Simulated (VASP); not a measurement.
Consider the following.

```
CELL_PARAMETERS angstrom
      0.00000     3.11907     3.11907
      3.11907     0.00000     3.11907
      3.11907     3.11907     0.00000
ATOMIC_POSITIONS crystal
  Pb 0.00000 0.00000 0.00000
  Se 0.50000 0.50000 0.50000
```

Calculation: r2SCAN meta-GGA, VASP's PBE PAW potentials (set 64) (plane waves; VASP). Settings: 520 eV cut-off, 7×7×7 Γ-centred mesh, Gaussian smearing of 0.050 eV, potentials Pb_d Se.

Question: Give the stress tensor in GPa (positive for a compressed cell).

Answer: 
```
-1.42   0.00   0.00
 0.00  -1.42   0.00
 0.00   0.00  -1.42
```
The pressure is its mean diagonal, -1.42 GPa.

The compound is PbSe in the rock salt structure. This cell is one point of a volume scan, at 1.03 of the reference volume.
